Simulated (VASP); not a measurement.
Output of a VASP run:

File OSZICAR:
```
       N       E                     dE             d eps       ncg     rms          rms(c)
DAV:   1     0.220827337900E+03    0.22083E+03   -0.20116E+04  3672   0.132E+03
DAV:   2    -0.381145757838E+02   -0.25894E+03   -0.24897E+03  4193   0.296E+02
DAV:   3    -0.502432396120E+02   -0.12129E+02   -0.11614E+02  4537   0.570E+01
DAV:   4    -0.504882307004E+02   -0.24499E+00   -0.24372E+00  4274   0.831E+00
DAV:   5    -0.504940320207E+02   -0.58013E-02   -0.57989E-02  4431   0.115E+00    0.315E+01
DAV:   6    -0.465370309044E+02    0.39570E+01   -0.32279E+01  3928   0.324E+01    0.123E+01
DAV:   7    -0.461813361223E+02    0.35569E+00   -0.41763E+00  3888   0.117E+01    0.754E+00
DAV:   8    -0.462095272035E+02   -0.28191E-01   -0.18150E+00  4321   0.885E+00    0.357E+00
DAV:   9    -0.460754583011E+02    0.13407E+00   -0.10134E+00  4605   0.683E+00    0.672E-01
DAV:  10    -0.460750318994E+02    0.42640E-03   -0.32461E-02  4144   0.106E+00    0.242E-01
DAV:  11    -0.460747769343E+02    0.25497E-03   -0.47596E-03  4286   0.506E-01    0.165E-01
DAV:  12    -0.460746808996E+02    0.96035E-04   -0.15624E-03  4367   0.291E-01    0.969E-02
DAV:  13    -0.460746530189E+02    0.27881E-04   -0.38911E-04  4397   0.134E-01    0.243E-02
DAV:  14    -0.460746483165E+02    0.47024E-05   -0.45058E-05  4361   0.460E-02    0.109E-02
DAV:  15    -0.460746475805E+02    0.73593E-06   -0.10678E-05  4006   0.250E-02    0.522E-03
DAV:  16    -0.460746473070E+02    0.27358E-06   -0.14767E-06  2301   0.940E-03
   1 F= -.46074647E+02 E0= -.45985449E+02  d E =-.178398E+00
```

File OUTCAR:
```
------------------------ aborting loop because EDIFF is reached ----------------------------------------
  FORCE on cell =-STRESS in cart. coord.  units (eV):
  Direction    XX          YY          ZZ          XY          YZ          ZX
  --------------------------------------------------------------------------------------
  Total       -4.3077735     -4.4519095     -4.9449019      0.1821198      0.0565218      0.0242267
  in kB      -89.7336808    -92.7361259   -103.0054739      3.7936728      1.1773845      0.5046570
  external PRESSURE =     -95.1584269 kB  Pullay stress =       0.0000000 kB
  volume of cell :       76.91
      direct lattice vectors                 reciprocal lattice vectors
     2.928310000  0.000000000  0.000000000     0.341493899  0.197161583  0.000000000
    -1.464155000  2.535991000  0.000000000     0.000000000  0.394323166  0.000000000
     0.000000000  0.000000000 10.357220000     0.000000000  0.000000000  0.096551005
 POSITION                                       TOTAL-FORCE (eV/Angst)
 -----------------------------------------------------------------------------------
      1.46376      0.84383      7.77945        -0.112623      0.019653     -0.176024
      0.00029      1.67869      2.58053         0.121947      0.110675      0.140364
      1.48076      0.85544      3.99944        -0.045424     -0.068135     -0.544426
     -0.02286      1.70443      6.36019         0.056849     -0.041982      0.501279
     -0.01472      1.68093      9.15410         0.048344      0.019105     -0.163437
      1.48523      0.84467      1.19794        -0.069093     -0.039316      0.242243
 -----------------------------------------------------------------------------------
    total drift:                                0.000037     -0.000033     -0.000009
  FREE ENERGIE OF THE ION-ELECTRON SYSTEM (eV)
  ---------------------------------------------------
  free  energy   TOTEN  =       -46.0746473070 eV

  energy  without entropy=      -45.8962497041  energy(sigma->0) =      -45.98544851
```
(Selected blocks of OUTCAR.)

### POSCAR
```
BPt2
1
    2.9283100000     0.0000000000     0.0000000000
   -1.4641550000     2.5359910000     0.0000000000
    0.0000000000     0.0000000000    10.3572200000
B Pt
2 4
Direct
  0.6662360000   0.3327400000   0.7511140000
  0.3310720000   0.6619460000   0.2491530000
  0.6743310000   0.3373180000   0.3861500000
  0.3282410000   0.6720980000   0.6140830000
  0.3263870000   0.6628280000   0.8838380000
  0.6737330000   0.3330710000   0.1156620000
```

Question: Reconstruct the remaining input files.

Answer: This is not unique; one that fits is the input of the run itself, LDA (Ceperley-Alder, Perdew-Zunger), plane waves, VASP's LDA PAW potentials (set 64).

File KPOINTS:
```
Regular mesh
0
gamma
8 8 2
0 0 0
```

**INCAR**
```
SYSTEM = BPt2
PREC = Accurate; ENCUT = 400; LREAL = .FALSE.
LASPH = .TRUE.
EDIFF = 1E-6; NELM = 100; ALGO = Normal
LMAXMIX = 6
ISMEAR = -1; SIGMA = 0.136
ISIF = 2
LWAVE = .FALSE.; LCHARG = .FALSE.
```

POTCAR, in this order: B Pt (LDA.64 set). Program: vasp_std.

At this cut-off the stress carries a Pulay error, which pulls relaxed volumes low.

The structure comes from a computed database's BPt2 entry; how it stands against other phases isn't given here. The cell was not relaxed at this level, atoms are displaced from their ideal sites. The k-mesh is coarse (spacing up to 0.31 per Å, 2π included), so the numbers may not be converged in it.
